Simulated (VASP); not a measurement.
Write the native input for VASP 6.6.1 that does the following.

```yaml
Task: single point
Functional: r2SCAN
Potentials_or_basis: VASP PAW PBE potentials, release 64 (Al, In_d, N)
Cutoff: 520 eV
k_mesh: 6 × 6 × 6
Occupations: gaussian, width 0.03 eV
Spin: no spin polarisation
Further_INCAR_settings: ALGO = Normal; EDIFF = 1e-06
```

The structure of Al2InN3 lies in POSCAR:

```
Al2InN3
1.0
    4.9179200000     -2.8265800000      0.0000000000
    4.9179200000      2.8265800000      0.0000000000
    0.0000000000      0.0000000000      5.2471600000
Al In N
4 2 6
Direct
    0.1652660000      0.4913280000      0.5004000000
    0.5086720000      0.8347340000      0.5004000000
    0.8347340000      0.5086720000      0.0004000000
    0.4913280000      0.1652660000      0.0004000000
    0.8221840000      0.1778160000      0.4954660000
    0.1778160000      0.8221840000      0.9954660000
    0.8339040000      0.5367710000      0.3643270000
    0.4632290000      0.1660960000      0.3643270000
    0.2022590000      0.7977410000      0.4151500000
    0.7977410000      0.2022590000      0.9151500000
    0.1660960000      0.4632290000      0.8643270000
    0.5367710000      0.8339040000      0.8643270000
```

The cell was built by a generator and needn't be a form met in nature.

These files were run (other wordings do the same):

INCAR

```
PREC = Accurate
ENCUT = 520
EDIFF = 1E-6
ISMEAR = 0
SIGMA = 0.03
LREAL = F
LASPH = T
NELM = 150
ALGO = Normal
ISIF = 2
LWAVE = F
LCHARG = F
METAGGA = R2SCAN
LMIXTAU = T
KPAR = 4
```

KPOINTS

```
Automatic mesh
0
Gamma
  6 6 6
```

Potentials or basis: VASP PAW PBE potentials, release 64 (Al, In_d, N).

Launch:

```bash
$ cat potpaw_PBE.64/Al/POTCAR potpaw_PBE.64/In_d/POTCAR potpaw_PBE.64/N/POTCAR > POTCAR
$ mpirun -np 4 vasp_std > vasp.out
```

Results of the run:

The pressure is -4.4 GPa and the largest force is 0.027 eV/Å. The band gap on the k mesh is 2.64 eV, direct.

Caveat: the PAW data sets were made with another functional, which shifts forces and pressure a little; spin-orbit coupling is left out, which moves the levels of the heavy elements.

Wall time 3.2 min on 4 MPI ranks on Intel(R) Xeon(R) 6975P-C (Granite Rapids), on a shared host, peak memory 0.44 GiB a rank.
